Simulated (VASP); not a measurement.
Ti2B:

```xyz
6
Lattice="-2.8291 2.8291 2.3683 2.8291 -2.8291 2.3683 2.8291 2.8291 -2.3683" Properties=species:S:1:pos:R:3 pbc="T T T"
Ti    1.8989    0.9302    0.0000
Ti    0.9302    1.8989    2.3683
Ti    1.8989   -0.9302    2.3683
Ti    0.9302    3.7593    0.0000
B     0.0000    0.0000    1.1841
B     0.0000    0.0000    3.5524
```

The cell comes from a database or a generator and needn't be the stable form of this composition.

| Item | Value |
| --- | --- |
| Program | VASP 6.6.1 |
| Task | single point |
| Functional | PBE |
| Potentials or basis | VASP PAW PBE potentials, release 64 (Ti_sv, B) |
| Cutoff | 520 eV |
| k mesh | 7 × 7 × 7 |
| Occupations | fermi-dirac, width 0.05 eV |
| Spin | no spin polarisation |

On this cell: pressure 0.5 GPa; largest force 0.083 eV/Å; band gap on the k mesh none (metal or under the smearing width).

The same run follows on a disturbed copy (atoms moved at random, drawn with an rms of 0.05 Å):

```xyz
6
Lattice="-2.8291 2.8291 2.3683 2.8291 -2.8291 2.3683 2.8291 2.8291 -2.3683" Properties=species:S:1:pos:R:3 pbc="T T T"
Ti    1.9211    0.9191   -0.0676
Ti    0.9083    1.9154    2.3208
Ti    1.8543   -0.9207    2.3542
Ti    0.9518    3.7652   -0.0088
B    -0.0204   -0.0119    1.1881
B    -0.0389   -0.0260    3.5731
```

**Question.** What does the disturbed cell give?

**Answer.** The energy (extrapolated to zero smearing) moves by +8.1 meV/atom; pressure 0.7 GPa; largest force 0.603 eV/Å; band gap on the k mesh none (metal or under the smearing width).

Forces on the atoms (eV/Å):
```
Ti  -0.493  0.103  0.332
Ti   0.116 -0.320  0.200
Ti   0.282 -0.132  0.069
Ti  -0.243 -0.028  0.006
B    0.081  0.146 -0.492
B    0.257  0.231 -0.115
```

Stress tensor (GPa, compression positive):
```
 0.84  0.15  0.06
 0.15  0.44 -0.18
 0.06 -0.18  0.74
```
